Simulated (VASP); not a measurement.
OSZICAR of a VASP run on Se:

OSZICAR:
```
       N       E                     dE             d eps       ncg     rms           ort
SDA:   1     0.680592324821E+01    0.68059E+01    0.00000E+00     8   0.298E-01   0.000E+00
CGA:   2     0.679647519807E+01   -0.94481E-02   -0.94382E-02     8   0.804E-02   0.111E-03
SDA:   3     0.675699503843E+01   -0.39480E-01   -0.39457E-01     8   0.394E+00   0.286E-03
CGA:   4     0.663210420291E+01   -0.12489E+00   -0.12470E+00     8   0.130E+00   0.123E-01
CGA:   5     0.659055447749E+01   -0.41550E-01   -0.41433E-01     8   0.207E-01   0.152E-01
CGA:   6     0.658212357499E+01   -0.84309E-02   -0.84313E-02     8   0.615E-02  -0.837E-05
CGA:   7     0.658026754682E+01   -0.18560E-02   -0.18560E-02     8   0.982E-03   0.516E-05
CGA:   8     0.657991185401E+01   -0.35569E-03   -0.35555E-03     8   0.216E-03   0.301E-05
CGA:   9     0.657983521117E+01   -0.76643E-04   -0.76709E-04     8   0.399E-04  -0.174E-05
CGA:  10     0.657982009067E+01   -0.15120E-04   -0.15118E-04     8   0.836E-05   0.419E-07
CGA:  11     0.657981689617E+01   -0.31945E-05   -0.31750E-05     8   0.146E-05   0.368E-06
CGA:  12     0.657981622490E+01   -0.67127E-06   -0.68181E-06     8   0.407E-06  -0.884E-07
   1 F= 0.65798162E+01 E0= 0.65798162E+01  d E =-.438975E-16  mag=     2.0000
```

Problem. Which electronic solver shows in the log?

Solution. It is steepest descent (the opening step of the all-band solvers) and then all-band conjugate gradients (ALGO = All or Conjugate). The INCAR had ALGO = All.

Problem. How was spin treated?

Solution. Collinear spin (ISPIN = 2): the summary line carries one mag value, 2.00 μB in the cell.

Problem. Can the final energy be trusted as converged?

Solution. The calculation finished and met its thresholds. It stopped with EDIFF = 1E-6, NELM = 200 (revTPSS meta-GGA, plane waves, VASP's PBE PAW potentials (set 64)). The atom may not be in its lowest state.

The cell is a free atom in a box. The total moment is imposed (NUPDOWN), so this need not be the lowest spin state.
